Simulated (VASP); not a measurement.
An input for Ansatz (written as the equivalent of a VASP run, and not itself run):

Ansatz 0.2 input:
```yaml
crystal:
  lattice:
    - [0.0000000, 2.8076134, 2.8076134]
    - [2.8076134, 0.0000000, 2.8076134]
    - [2.8076134, 2.8076134, 0.0000000]
  atoms:
    - { symbol: Ge, position: [0.0000000, 0.0000000, 0.0000000] }
    - { symbol: Ge, position: [0.2500000, 0.2500000, 0.2500000] }
kpoints:
  mp_grid: { grid: [8, 8, 8] }
hamiltonian:
  xc: r2scan
  pseudopotentials: { kind: paw }
scf:
  occupations: { method: gaussian, width: 0.05 }
  max_iter: 100
output: { forces: true, stress: true, eigenvalues: true }
```

Q: Translate this input to VASP (INCAR, KPOINTS, POSCAR, choice of POTCAR).

A: One answer among several that fit: 
INCAR:
```
SIGMA  =  0.05   # width (eV)
SYSTEM  =  Ge
METAGGA  =  R2SCAN
LREAL  =  F   # projection in real space or not
NELM  =  100
LMIXTAU  =  T
LMAXMIX  =  4
LCHARG  =  F
EDIFF  =  1E-7   # SCF stop (eV)
ISMEAR  =  0
ENCUT  =  520   # plane-wave cut-off (eV)
LASPH  =  T
LWAVE  =  F
PREC  =  Accurate
ALGO  =  Normal   # blocked Davidson
ISIF  =  2
```

KPOINTS:
```
Automatic mesh
0
Gamma
8 8 8
0 0 0
```

POSCAR:
```
Ge
2.8076130
  0.0000000000   1.0000001475   1.0000001475
  1.0000001475   0.0000000000   1.0000001475
  1.0000001475   1.0000001475   0.0000000000
Ge
2
Direct
  0.0000000000   0.0000000000   0.0000000000
  0.2500000000   0.2500000000   0.2500000000
```

POTCAR, in this order: Ge_d (PBE.64 set). Program: vasp_std.

The two are equivalent in intent, not identical: each code has its own PAW files, so the cut-off isn't converted (ENCUT is set for VASP's; basis.ecutwfc is left out, and Ansatz then takes the one that its files recommend); Ansatz stops its SCF on the density residual and VASP on the energy change (EDIFF).

The compound is Ge in the diamond structure. This cell is one point of a volume scan, at 0.97 of the reference volume.
